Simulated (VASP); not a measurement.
Given:

```
CELL_PARAMETERS angstrom
      0.00000     1.92000     1.92000
      1.92000     0.00000     1.92000
      1.92000     1.92000     0.00000
ATOMIC_POSITIONS crystal
  Ir 0.00000 0.00000 0.00000
```

All values below come from PBE GGA, VASP's PBE PAW potentials (set 64) (plane waves; VASP 6.6.1). Numerical set-up: 520 eV cut-off, 15×15×15 Γ-centred mesh, first-order Methfessel-Paxton smearing of 0.10 eV, potentials Ir.

Energy and stress use the plane-wave basis of the starting cell.

### Question
The ions, cell shape and volume are relaxed. Give the cell that the relaxation ends in.

### Answer

```
CELL_PARAMETERS angstrom
      0.00000     1.93596     1.93596
      1.93596     0.00000     1.93596
      1.93596     1.93596     0.00000
ATOMIC_POSITIONS crystal
  Ir 0.00000 0.00000 0.00000
```
Space group Fm-3m (225), at a tolerance of 0.03 Å.

### Question
How do energy and volume change from the first to the last step?

### Answer
The energy (σ→0) changes by -10.0 meV/atom and the volume by +2.5 %, in 4 ionic steps.

| step | E(σ→0) (eV) | max force (eV/Å) | pressure (GPa) | volume (Å³) |
|---|---|---|---|---|
| 1 | -8.8446 | 0.000 | 9.26 | 14.16 |
| 2 | -8.7341 | 0.000 | -25.26 | 15.90 |
| 3 | -8.8546 | 0.000 | -0.34 | 14.53 |
| 4 | -8.8546 | 0.000 | -0.04 | 14.51 |

The compound is Ir in the fcc structure. This run relaxes it. Symmetry was kept, so distortions that lower it aren't found.
